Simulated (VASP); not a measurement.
A 63-atom supercell of NaCl (rock salt) holds Cl vacancy in charge state +0. It is relaxed twice, with the total moment held at 1 and at 3 μB. Calculation: PBE GGA, VASP's PBE PAW potentials (set 64) (plane waves; VASP). Run with PREC = Normal, LREAL = Auto, ISYM = 0, EDIFF = 1E-5, 400 eV cut-off, 1×1×1 Γ-centred mesh, Gaussian smearing of 0.050 eV, potentials Na_pv Cl.

The supercell is sampled at Γ alone, which is coarse: total energies, pressure and levels can be off, energies of defects by several tenths of an eV.

Question: Which spin state lies lower, and by how much?

Answer: The state with 1 μB lies lower, by 5.37 eV.

The cell is a supercell with a defect, built from NaCl (rock salt).
